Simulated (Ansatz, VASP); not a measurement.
# MgCd5O6: VASP beside Ansatz

The input INCAR:

```
SYSTEM = MgCd5O6
  ALGO = Normal
  EDIFF = 1E-7
  ENCUT = 520
  GGA = PE
  ISIF = 2
  ISMEAR = 0
  LASPH = .TRUE.
  LCHARG = .FALSE.
  LREAL = .FALSE.
  LWAVE = .FALSE.
  NBANDS = 61
  NELM = 60
  PREC = Accurate
  SIGMA = 0.1
```

KPOINTS

```
k-points
0
G
  6 6 1
  0 0 0
```

The input POSCAR:

```
MgCd5O6
1.0
    3.5596915300      0.0000000000      0.0000000000
   -1.7798457700      3.0827833000      0.0000000000
    0.0000000000      0.0000000000     17.4388557900
Mg Cd O
1 5 6
Direct
    0.0000000000      0.0000000000      0.5000000000
    0.6666666700      0.3333333300      0.6666666700
    0.3333333300      0.6666666700      0.3333333300
    0.6666666700      0.3333333300      0.1666666700
    0.0000000000      0.0000000000      0.0000000000
    0.3333333300      0.6666666700      0.8333333300
    0.3333333300      0.6666666700      0.5833333300
    0.6666666700      0.3333333300      0.4166666700
    0.0000000000      0.0000000000      0.2500000000
    0.3333333300      0.6666666700      0.0833333300
    0.6666666700      0.3333333300      0.9166666700
    0.0000000000      0.0000000000      0.7500000000
```

Input for Ansatz:

```yaml
crystal:
  lattice:
    - [3.55969153, 0.0, 0.0]
    - [-1.77984577, 3.0827833, 0.0]
    - [0.0, 0.0, 17.43885579]
  atoms:
    - { symbol: Mg, position: [0.0, 0.0, 0.5] }
    - { symbol: Cd, position: [0.66666667, 0.33333333, 0.66666667] }
    - { symbol: Cd, position: [0.33333333, 0.66666667, 0.33333333] }
    - { symbol: Cd, position: [0.66666667, 0.33333333, 0.16666667] }
    - { symbol: Cd, position: [0.0, 0.0, 0.0] }
    - { symbol: Cd, position: [0.33333333, 0.66666667, 0.83333333] }
    - { symbol: O, position: [0.33333333, 0.66666667, 0.58333333] }
    - { symbol: O, position: [0.66666667, 0.33333333, 0.41666667] }
    - { symbol: O, position: [0.0, 0.0, 0.25] }
    - { symbol: O, position: [0.33333333, 0.66666667, 0.08333333] }
    - { symbol: O, position: [0.66666667, 0.33333333, 0.91666667] }
    - { symbol: O, position: [0.0, 0.0, 0.75] }
basis:
  ecutwfc: 420
kpoints:
  mp_grid: { grid: [6, 6, 1] }
hamiltonian:
  xc: pbe
scf:
  occupations: { method: gaussian, width: 0.1 }
  lower_state_search: "off"
output:
  forces: true
  stress: true
  eigenvalues: true
```

Alike in both runs: task single point; functional PBE; k mesh 6 × 6 × 1; occupations gaussian, width 0.1 eV; no spin polarisation.

|  | VASP | Ansatz |
| --- | --- | --- |
| version | VASP 6.6.1 | Ansatz 0.2.0 |
| potentials or method | VASP PAW PBE potentials, release 64 (Mg, Cd, O) | scalar-relativistic, plane waves, PAW |
| plane-wave cutoff (eV) | 520 | 420 |
| valence electrons in the cell | 98 | 146 |

```tsv
	VASP	Ansatz	Ansatz less VASP
gap on the k mesh at the Fermi level (eV)	none	none	-
pressure (GPa)	-15.6	-16.0	-0.40
largest component of the traceless stress (GPa)	0.09	0.08	-0.003
rms of the force components (eV/Å)	0.210	0.199	-0.0103
```

Atom by atom the forces differ by 0.010 eV/Å (rms over components). A gap of «none» marks a metal or a gap that the smearing closes. With one functional, cell and mesh, what is left measures potentials, basis and numerics. The two sets of potentials don't hold the same shells in valence.

Caveats: the k mesh is coarse (spacing up to 0.36 Å⁻¹), so the values aren't converged; so large a pressure means that the cell lies far from this level's equilibrium, or that cutoff or potentials fall short (VASP).
